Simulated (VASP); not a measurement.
Runs of VASP 6.6.1 on WAu. Symmetry: F-43m, No. 216, cubic system. Conventional cell: a = 5.496 Å, b = 5.496 Å, c = 5.496 Å, α = 90.00°, β = 90.00°, γ = 90.00°. W (site symmetry -43m) is surrounded by 4 Au at 2.38 Å. Au (site symmetry -43m) has 4 W at 2.38 Å as nearest neighbours. The cell was built by a generator and needn't be a form met in nature.

```csv
level,potentials or basis,smearing,gap on the mesh (eV),pressure (GPa),relaxed volume (Å³/atom)
PBE,"VASP PAW PBE potentials, release 64 (W_sv_GW, Au_sv_GW)",fermi-dirac 0.05 eV,none,0.0,24.47
PBE,"VASP PAW PBE potentials, release 54 (W, Au)",fermi-dirac 0.05 eV,none,0.0,24.37
PBE,"VASP PAW PBE potentials, release 64 (W_sv_GW, Au_GW)",fermi-dirac 0.05 eV,none,0.0,24.45
revPBE+D3(BJ),"VASP PAW PBE potentials, release 64 (W_sv, Au)",fermi-dirac 0.05 eV,none,0.0,(a)
PBE,"VASP PAW PBE potentials, release 64 (W_sv, Au)",methfessel-paxton 0.2 eV,none,0.0,24.63
PBE,"VASP PAW PBE potentials, release 54 (W_sv, Au)",fermi-dirac 0.05 eV,none,-0.1,24.65
revPBE+dDsC,"VASP PAW PBE potentials, release 64 (W_sv, Au)",fermi-dirac 0.05 eV,none,0.0,(b)
revPBE+D3,"VASP PAW PBE potentials, release 64 (W_sv, Au)",fermi-dirac 0.05 eV,none,0.0,23.27
```

Alike in all rows: task relaxation of cell and atoms; no spin polarisation; cell relaxed; k mesh 8 × 8 × 8; cutoff (eV) 600.

Q: Estimate the missing entries.

A: (a) 23.69; (b) 24.00.

Caveats: the volume moved by over 15 % at a fixed basis, so the end points are rough (some runs); the PAW data sets were made with another functional, which shifts forces and pressure a little (some runs); pairwise dispersion overbinds metals, which lowers pressure and volume (some runs).

A k mesh can miss the band edges, and the runs leave out spin-orbit coupling on Au, W.

A gap of «none» marks a metal or a gap under the smearing width.

Not every run made on this cell is shown here.
